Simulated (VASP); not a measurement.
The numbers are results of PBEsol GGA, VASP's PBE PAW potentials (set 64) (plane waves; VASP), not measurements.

The input files of a VASP run:

### KPOINTS
```
k-points along high-symmetry lines
15
Line-mode
Reciprocal
  0.000000   0.000000   0.000000 ! GAMMA
  0.500000   0.000000   0.500000 ! X

  0.500000   0.000000   0.500000 ! X
  0.625000   0.250000   0.625000 ! U

  0.375000   0.375000   0.750000 ! K
  0.000000   0.000000   0.000000 ! GAMMA

  0.000000   0.000000   0.000000 ! GAMMA
  0.500000   0.500000   0.500000 ! L

  0.500000   0.500000   0.500000 ! L
  0.500000   0.250000   0.750000 ! W

  0.500000   0.250000   0.750000 ! W
  0.500000   0.000000   0.500000 ! X
```

### INCAR
```
# general
SYSTEM   =  ErSb
PREC     =  Accurate
ENCUT    =  400
LREAL    =  .FALSE.
LASPH    =  .TRUE.
ICHARG   =  11

# electronic loop
EDIFF    =  1E-7
NELM     =  100
ALGO     =  Normal
LMAXMIX  =  6

# smearing
ISMEAR   =  0
SIGMA    =  0.05

# functional
GGA      =  PS

# output
LWAVE    =  .FALSE.
LCHARG   =  .FALSE.
LORBIT   =  11
```

POSCAR:
```
ErSb
1.0
  0.0000000000   3.0304783850   3.0304783850
  3.0304783850   0.0000000000   3.0304783850
  3.0304783850   3.0304783850   0.0000000000
Er Sb
1 1
Cartesian
  0.0000000000   0.0000000000   0.0000000000
  3.0304783850   3.0304783850   3.0304783850
```

POTCAR, in this order: Er_3 Sb (PBE.64 set). Program: vasp_std. Read from the step before: CHGCAR.

Question: What will the output report for the number of irreducible k-points (NKPTS), number of bands (NBANDS), largest plane-wave count, number of space-group operations, FFT grid (NGX, NGY, NGZ)?

Answer: 
```yaml
number of irreducible k-points (NKPTS): 90
number of bands (NBANDS): 11
largest_plane_wave_count: 1036
number_of_space_group_operations: 48
FFT grid (NGX, NGY, NGZ): 28 × 28 × 28
```

The structure comes from a measured ErSb entry (Fm-3m) of the Crystallography Open Database, whose conditions weren't checked. It was relaxed first. The 4f electrons are frozen in the core of the lanthanide potential, so 4f levels, which can set the real gap, and their magnetism are missing.
